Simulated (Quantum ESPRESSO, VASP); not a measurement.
An input for Quantum ESPRESSO (PBEsol, GBRV 1.5 ultrasoft (PBESOL) pseudopotentials):

```
&control
   calculation = 'vc-relax',
   prefix = 'scf',
   outdir = './work',
   pseudo_dir = './',
/
&system
   ibrav = 0,
   nat = 6,
   ntyp = 2,
   ecutwfc = 40,
   ecutrho = 200,
   occupations = 'fixed',
   nbnd = 30,
/
&electrons
   conv_thr = 1.0d-10,
/
&ions
/
&cell
/
ATOMIC_SPECIES
Sn   118.7100  sn_pbesol_v1.4.uspp.F.UPF
O     15.9990  o_pbesol_v1.2.uspp.F.UPF
ATOMIC_POSITIONS crystal
Sn    0.50000000    0.50000000    0.50000000
Sn    0.00000000    0.00000000    0.00000000
O     0.29185000    0.32104000    0.00000000
O     0.70815000    0.67896000    0.00000000
O     0.79185000    0.17896000    0.50000000
O     0.20815000    0.82104000    0.50000000
K_POINTS automatic
5 5 7  0 0 0
CELL_PARAMETERS angstrom
   4.79135200     0.00000000     0.00000000
   0.00000000     4.86998700     0.00000000
   0.00000000     0.00000000     3.24316900
```

Question: Translate it to VASP.

Answer: One set of files that does it:

### KPOINTS
```
K-points
0
Gamma
  5 5 7
```

**POSCAR**
```
SnO2
1
    4.7913520000     0.0000000000     0.0000000000
    0.0000000000     4.8699870000     0.0000000000
    0.0000000000     0.0000000000     3.2431690000
Sn O
2 4
Direct
  0.5000000000   0.5000000000   0.5000000000
  0.0000000000   0.0000000000   0.0000000000
  0.2918500000   0.3210400000   0.0000000000
  0.7081500000   0.6789600000   0.0000000000
  0.7918500000   0.1789600000   0.5000000000
  0.2081500000   0.8210400000   0.5000000000
```

**INCAR**
```
ALGO=Normal
EDIFF=1E-6
EDIFFG=-0.01
ENCUT=400
GGA=PS
IBRION=2
ISIF=3
ISMEAR=0
LASPH=.TRUE.
LCHARG=.FALSE.
LMAXMIX=4
LREAL=.FALSE.
LWAVE=.FALSE.
NELM=100
NSW=50
PREC=Accurate
SIGMA=0.01
SYSTEM=SnO2
```

POTCAR, in this order: Sn_d O (PBE.64 set). Program: vasp_std.

Both are inputs of real runs that ended normally. What can't carry over is the choice of potentials or basis and its cut-off, and each code's defaults.

Fixed occupations appear in VASP as a very narrow Gaussian smearing.

The structure comes from a computed database's SnO2 entry (Pnnm); how it stands against other phases isn't given here.
